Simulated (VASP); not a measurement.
Given:

```yaml
crystal:
  lattice:
    - [0.00000, 2.94260, 2.94260]
    - [2.94260, 0.00000, 2.94260]
    - [2.94260, 2.94260, 0.00000]
  atoms:
    - { symbol: In, position: [0.00000, 0.00000, 0.00000] }
    - { symbol: P, position: [0.25000, 0.25000, 0.25000] }
```

The numbers are results of LDA (Ceperley-Alder, Perdew-Zunger), VASP's LDA PAW potentials (set 64) (plane waves; VASP), not measurements. Numerical set-up: 520 eV cut-off, 8×8×8 Γ-centred mesh, Gaussian smearing of 0.050 eV, potentials In_d P.

Give the stress tensor in GPa (positive for a compressed cell).

```
-1.98   0.00   0.00
 0.00  -1.98   0.00
 0.00   0.00  -1.98
```
The pressure is its mean diagonal, -1.98 GPa.

The compound is InP in the zinc blende structure. This cell is one point of a volume scan, at 1.03 of the reference volume.
